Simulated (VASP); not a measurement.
```
NaCl
1.0
    0.00000     2.82285     2.82285
    2.82285     0.00000     2.82285
    2.82285     2.82285     0.00000
Na Cl
1 1
Direct
  0.00000   0.00000   0.00000
  0.50000   0.50000   0.50000
```

Calculation: vdW-DF-cx, VASP's PBE PAW potentials (set 64) (plane waves; VASP). Settings: 520 eV cut-off, Gaussian smearing of 0.050 eV, potentials Na_pv Cl.

Q: Give the energies of bands 5 to 10 at the high-symmetry points, in eV from the valence-band maximum.

A: 
```csv
band,Γ,X,U,L,W
5,0.00,-1.66,-1.40,-1.91,-1.18
6,0.00,-0.59,-1.11,-0.26,-1.18
7,0.00,-0.59,-0.49,-0.26,-0.74
8,5.20,7.69,8.32,7.29,8.99
9,11.10,8.07,9.11,10.75,9.71
10,11.10,11.37,10.59,11.01,9.71
```

The gap is direct, 5.20 eV, from the valence maximum at Γ to the conduction minimum at Γ.

Measured: gap 8.97 eV (computed value off by -3.77 eV), as given by Wei Chen et al., Physical Review Materials (2018), doi:10.1103/physrevmaterials.2.073803.

The compound is NaCl in the rock salt structure. It was relaxed first.
